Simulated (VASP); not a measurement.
Calculation: r2SCAN meta-GGA, VASP's PBE PAW potentials (set 64) (plane waves; VASP).

Input for VASP

File POSCAR:
```
MnF2
1.0
  4.7623667070   0.0000000000   0.0000000000
  0.0000000000   4.7623667070   0.0000000000
  0.0000000000   0.0000000000   3.2329392415
Mn F
2 4
Cartesian
  0.0000000000   0.0000000000   0.0000000000
  2.3811833535   2.3811833535   1.6164696208
  1.4482825616   1.4482825616   0.0000000000
  3.8294659151   0.9329007919   1.6164696208
  0.9329007919   3.8294659151   1.6164696208
  3.3140841454   3.3140841454   0.0000000000
```

KPOINTS:
```
Automatic mesh
0
gamma
5 5 7
0 0 0
```

### INCAR
```
SYSTEM = MnF2
PREC = Accurate
ENCUT = 520
EDIFF = 1E-7
NELM = 100
ALGO = Normal
LREAL = .FALSE.
LASPH = .TRUE.
ISMEAR = 0
SIGMA = 0.05
METAGGA = R2SCAN
LMIXTAU = .TRUE.
LMAXMIX = 4
ISPIN = 2
MAGMOM = 4.6 -4.6 -0.0 0.0 0.0 -0.0
LORBIT = 10
LWAVE = .FALSE.
LCHARG = .FALSE.
ISIF = 4
IBRION = 2
NSW = 30
EDIFFG = -0.01
```

POTCAR, in this order: Mn_pv F (PBE.64 set). Program: vasp_std.

The run wrote:

File OUTCAR:
```
 ion  position               nearest neighbor table
   1  0.000  0.000  0.000-   3 2.05   6 2.05   5 2.09   4 2.09   4 2.09   5 2.09
   2  0.500  0.500  0.500-   4 2.05   5 2.05   3 2.09   6 2.09   3 2.09   6 2.09
   3  0.304  0.304  0.000-   1 2.05   2 2.09   2 2.09
   4  0.804  0.196  0.500-   2 2.05   1 2.09   1 2.09
   5  0.196  0.804  0.500-   2 2.05   1 2.09   1 2.09
   6  0.696  0.696  0.000-   1 2.05   2 2.09   2 2.09
  LATTYP: Found a simple tetragonal cell.
 ALAT       =     4.7623667070
 C/A-ratio  =     0.6788513864
 Subroutine PRICEL returns:
 Original cell was already a primitive cell.
 Subroutine GETGRP returns: Found 16 space group operations
The static configuration has the point symmetry D_2h.
 The point group associated with its full space group is D_4h.
The dynamic configuration has the point symmetry D_2h.
The overall configuration has the point symmetry D_2h.
 Subroutine INISYM returns: Found 16 space group operations
 Subroutine IBZKPT returns following result:
 Found     24 irreducible k-points:

 Following reciprocal coordinates:
            Coordinates               Weight
  0.000000  0.000000  0.000000      1.000000
  0.200000  0.000000  0.000000      4.000000
  0.400000  0.000000  0.000000      4.000000
  0.200000  0.200000  0.000000      4.000000
  0.400000  0.200000  0.000000      8.000000
  0.400000  0.400000  0.000000      4.000000
  0.000000  0.000000  0.142857      2.000000
  0.200000  0.000000  0.142857      8.000000
  0.400000  0.000000  0.142857      8.000000
  0.200000  0.200000  0.142857      8.000000
  0.400000  0.200000  0.142857     16.000000
  0.400000  0.400000  0.142857      8.000000
  0.000000  0.000000  0.285714      2.000000
  0.200000  0.000000  0.285714      8.000000
  0.400000  0.000000  0.285714      8.000000
  0.200000  0.200000  0.285714      8.000000
  0.400000  0.200000  0.285714     16.000000
...
```

### OSZICAR
```
       N       E                     dE             d eps       ncg     rms          rms(c)
DAV:   1     0.722438250043E+03    0.72244E+03   -0.32023E+04  3136   0.198E+03
DAV:   2     0.170801422829E+01   -0.72073E+03   -0.69869E+03  3408   0.576E+02
DAV:   3    -0.739470678768E+02   -0.75655E+02   -0.74891E+02  3496   0.195E+02
DAV:   4    -0.759018758713E+02   -0.19548E+01   -0.19433E+01  3664   0.319E+01
DAV:   5    -0.759338189684E+02   -0.31943E-01   -0.31940E-01  3344   0.459E+00    0.216E+01
DAV:   6    -0.628797298784E+02    0.13054E+02   -0.19928E+01  3944   0.404E+01    0.193E+01
DAV:   7    -0.581146513715E+02    0.47651E+01   -0.30115E+00  3448   0.152E+01    0.128E+01
DAV:   8    -0.627961687203E+02   -0.46815E+01   -0.26791E+00  3496   0.137E+01    0.510E+00
DAV:   9    -0.588662048025E+02    0.39300E+01   -0.14300E+00  3440   0.812E+00    0.262E+00
DAV:  10    -0.592945889961E+02   -0.42838E+00   -0.44386E-01  3224   0.536E+00    0.424E-01
DAV:  11    -0.593207717794E+02   -0.26183E-01   -0.18857E-02  3480   0.124E+00    0.137E-01
DAV:  12    -0.593130786083E+02    0.76932E-02   -0.61501E-03  3200   0.702E-01    0.811E-02
DAV:  13    -0.593240253819E+02   -0.10947E-01   -0.50418E-03  3128   0.597E-01    0.494E-02
DAV:  14    -0.593240951522E+02   -0.69770E-04   -0.15180E-04  3696   0.138E-01    0.120E-02
DAV:  15    -0.593242137119E+02   -0.11856E-03   -0.60835E-05  3144   0.614E-02    0.740E-03
DAV:  16    -0.593242116370E+02    0.20749E-05   -0.49089E-06  3488   0.198E-02    0.317E-03
DAV:  17    -0.593242099852E+02    0.16518E-05   -0.80178E-07  3392   0.838E-03    0.213E-03
DAV:  18    -0.593242101740E+02   -0.18884E-06   -0.25453E-07  2832   0.489E-03    0.351E-04
DAV:  19    -0.593242108828E+02   -0.70873E-06   -0.45994E-08  2040   0.201E-03    0.419E-04
DAV:  20    -0.593242109832E+02   -0.10046E-06   -0.45594E-09  1888   0.767E-04    0.115E-04
DAV:  21    -0.593242108642E+02    0.11902E-06   -0.14668E-09  1816   0.362E-04    0.111E-04
DAV:  22    -0.593242107995E+02    0.64679E-07   -0.17623E-10  1784   0.132E-04
   1 F= -.59324211E+02 E0= -.59324211E+02  d E =-.593242E+02  mag=    -0.0000
       N       E                     dE             d eps       ncg     rms          rms(c)
DAV:   1    -0.593317012675E+02   -0.74904E-02   -0.11040E+00  3072   0.803E+00    0.744E-01
DAV:   2    -0.593280219269E+02    0.36793E-02   -0.30528E-02  3624   0.138E+00    0.457E-01
DAV:   3    -0.593268408798E+02    0.11810E-02   -0.30902E-03  3736   0.518E-01    0.248E-01
DAV:   4    -0.593270938343E+02   -0.25295E-03   -0.10934E-03  3584   0.266E-01    0.816E-02
DAV:   5    -0.593271135291E+02   -0.19695E-04   -0.10452E-04  3176   0.919E-02    0.520E-02
DAV:   6    -0.593271259073E+02   -0.12378E-04   -0.32171E-05  3568   0.460E-02    0.211E-02
DAV:   7    -0.593271210811E+02    0.48262E-05   -0.42328E-06  3600   0.183E-02    0.364E-03
DAV:   8    -0.593271207124E+02    0.36871E-06   -0.91947E-07  3128   0.804E-03    0.197E-03
DAV:   9    -0.593271201248E+02    0.58758E-06   -0.75699E-08  2208   0.243E-03    0.810E-04
DAV:  10    -0.593271196999E+02    0.42488E-06   -0.27237E-08  1696   0.137E-03    0.325E-04
DAV:  11    -0.593271199542E+02   -0.25425E-06   -0.75066E-09  1712   0.677E-04    0.152E-04
DAV:  12    -0.593271199826E+02   -0.28370E-07   -0.11226E-09  1648   0.267E-04
   2 F= -.59327120E+02 E0= -.59327120E+02  d E =-.290918E-02  mag=     0.0000
       N       E                     dE             d eps       ncg     rms          rms(c)
DAV:   1    -0.593290655787E+02   -0.19456E-02   -0.36501E-01  3072   0.462E+00    0.428E-01
DAV:   2    -0.593278416976E+02    0.12239E-02   -0.10081E-02  3584   0.792E-01    0.262E-01
DAV:   3    -0.593274787176E+02    0.36298E-03   -0.10201E-03  3752   0.297E-01    0.142E-01
DAV:   4    -0.593275637829E+02   -0.85065E-04   -0.36100E-04  3600   0.153E-01    0.468E-02
DAV:   5    -0.593275626312E+02    0.11517E-05   -0.34354E-05  3176   0.526E-02    0.297E-02
DAV:   6    -0.593275681929E+02   -0.55616E-05   -0.10617E-05  3552   0.264E-02    0.119E-02
DAV:   7    -0.593275631840E+02    0.50089E-05   -0.14107E-06  3624   0.105E-02    0.205E-03
DAV:   8    -0.593275628786E+02    0.30543E-06   -0.29026E-07  2728   0.455E-03    0.113E-03
DAV:   9    -0.593275625928E+02    0.28574E-06   -0.24835E-08  1736   0.140E-03    0.469E-04
DAV:  10    -0.593275624019E+02    0.19094E-06   -0.92849E-09  1608   0.798E-04    0.165E-04
DAV:  11    -0.593275625274E+02   -0.12547E-06   -0.25253E-09  1656   0.417E-04    0.851E-05
DAV:  12    -0.593275625237E+02    0.36962E-08   -0.39285E-10  1608   0.170E-04
   3 F= -.59327563E+02 E0= -.59327563E+02  d E =-.335172E-02  mag=     0.0000
       N       E                     dE             d eps       ncg     rms          rms(c)
DAV:   1    -0.593279008713E+02   -0.33834E-03   -0.49295E-02  3120   0.171E+00    0.133E-01
DAV:   2    -0.593277290872E+02    0.17178E-03   -0.10203E-03  3176   0.253E-01    0.812E-02
DAV:   3    -0.593277001159E+02    0.28971E-04   -0.13145E-04  3512   0.113E-01    0.397E-02
DAV:   4    -0.593277169496E+02   -0.16834E-04   -0.46160E-05  3360   0.607E-02    0.138E-02
DAV:   5    -0.593277142512E+02    0.26984E-05   -0.62378E-06  3136   0.228E-02    0.984E-03
DAV:   6    -0.593277163941E+02   -0.21429E-05   -0.93503E-07  3296   0.748E-03    0.498E-03
DAV:   7    -0.593277123937E+02    0.40004E-05   -0.73490E-08  2280   0.255E-03    0.720E-04
DAV:   8    -0.593277124571E+02   -0.63410E-07   -0.63336E-08  1968   0.216E-03
   4 F= -.59327712E+02 E0= -.59327712E+02  d E =-.149933E-03  mag=     0.0000
       N       E                     dE             d eps       ncg     rms          rms(c)
DAV:   1    -0.593294042665E+02   -0.16919E-02   -0.40779E-01  3112   0.492E+00    0.383E-01
DAV:   2    -0.593280983327E+02    0.13059E-02   -0.84529E-03  3176   0.727E-01    0.234E-01
DAV:   3    -0.593276969381E+02    0.40139E-03   -0.10864E-03  3504   0.325E-01    0.114E-01
DAV:   4    -0.593278576350E+02   -0.16070E-03   -0.38495E-04  3352   0.175E-01    0.398E-02
DAV:   5    -0.593278770693E+02   -0.19434E-04   -0.52071E-05  3152   0.659E-02    0.284E-02
DAV:   6    -0.593278877622E+02   -0.10693E-04   -0.77036E-06  3216   0.214E-02    0.144E-02
DAV:   7    -0.593278766956E+02    0.11067E-04   -0.69611E-07  3528   0.747E-03    0.185E-03
DAV:   8    -0.593278773236E+02   -0.62800E-06   -0.56107E-07  3136   0.634E-03    0.651E-04
DAV:   9    -0.593278771607E+02    0.16286E-06   -0.35903E-08  1904   0.165E-03    0.322E-04
DAV:  10    -0.593278770539E+02    0.10683E-06   -0.52227E-09  1600   0.561E-04    0.181E-04
DAV:  11    -0.593278771027E+02   -0.48822E-07   -0.93642E-10  1560   0.278E-04
   5 F= -.59327877E+02 E0= -.59327877E+02  d E =-.314579E-03  mag=     0.0000
```

### OUTCAR
```
------------------------ aborting loop because EDIFF is reached ----------------------------------------
  FORCE on cell =-STRESS in cart. coord.  units (eV):
  Direction    XX          YY          ZZ          XY          YZ          ZX
  --------------------------------------------------------------------------------------
  Total        3.2320390      3.2320390      3.2281004     -0.0000000      0.0000000      0.0000000
  in kB       70.6226430     70.6226430     70.5365819     -0.0000000      0.0000000      0.0000000
  external PRESSURE =      70.5939559 kB  Pullay stress =       0.0000000 kB
  volume of cell :       73.32
      direct lattice vectors                 reciprocal lattice vectors
     4.740967963  0.000000000  0.000000000     0.210927390 -0.000000000  0.000000000
     0.000000000  4.740967963  0.000000000    -0.000000000  0.210927390  0.000000000
     0.000000000  0.000000000  3.262189372     0.000000000  0.000000000  0.306542596
 POSITION                                       TOTAL-FORCE (eV/Angst)
 -----------------------------------------------------------------------------------
      0.00000      0.00000      0.00000        -0.000000      0.000000      0.000000
      2.37048      2.37048      1.63109        -0.000000      0.000000      0.000000
      1.43982      1.43982      0.00000        -0.000405     -0.000405      0.000000
      3.81031      0.93066      1.63109        -0.000405      0.000405     -0.000000
      0.93066      3.81031      1.63109         0.000405     -0.000405      0.000000
      3.30115      3.30115      0.00000         0.000405      0.000405     -0.000000
 -----------------------------------------------------------------------------------
    total drift:                                0.000000      0.000000      0.000000
  FREE ENERGIE OF THE ION-ELECTRON SYSTEM (eV)
  ---------------------------------------------------
  free  energy   TOTEN  =       -59.3278771027 eV

  energy  without entropy=      -59.3278771027  energy(sigma->0) =      -59.32787710

 total charge

# of ion       s       p       d       tot
------------------------------------------
    1        0.176   6.158   4.982  11.315
    2        0.176   6.158   4.982  11.315
    3        1.740   4.412   0.000   6.151
    4        1.740   4.412   0.000   6.151
    5        1.740   4.412   0.000   6.151
    6        1.740   4.412   0.000   6.151
--------------------------------------------------
tot          7.310  29.962   9.964  47.236

 magnetization (x)

# of ion       s       p       d       tot
------------------------------------------
    1        0.014   0.015   4.554   4.584
    2       -0.014  -0.015  -4.554  -4.584
    3       -0.003  -0.023   0.000  -0.026
    4        0.003   0.023   0.000   0.026
    5        0.003   0.023   0.000   0.026
    6       -0.003  -0.023   0.000  -0.026
--------------------------------------------------
tot          0.000   0.000  -0.000  -0.000

 reached required accuracy - stopping structural energy minimisation
```
(Selected blocks of OUTCAR.)

### CONTCAR
```
MnF2
   1.00000000000000
     4.7409679629946266    0.0000000000000000    0.0000000000000000
     0.0000000000000000    4.7409679629946266    0.0000000000000000
     0.0000000000000000    0.0000000000000000    3.2621893720318416
  Mn              F
     2     4
Direct
     0.0000000000000000    0.0000000000000000    0.0000000000000000
     0.5000000000000000    0.5000000000000000    0.5000000000000000
     0.3036979513854931    0.3036979513854931    0.0000000000000000
     0.8036979513854932    0.1963020486145068    0.5000000000000000
     0.1963020486145068    0.8036979513854932    0.5000000000000000
     0.6963020486145068    0.6963020486145068    0.0000000000000000
```

The compound is MnF2 in the rutile structure. This cell is one point of a volume scan, at 0.94 of the reference volume. Symmetry was kept, so distortions that lower it aren't found.
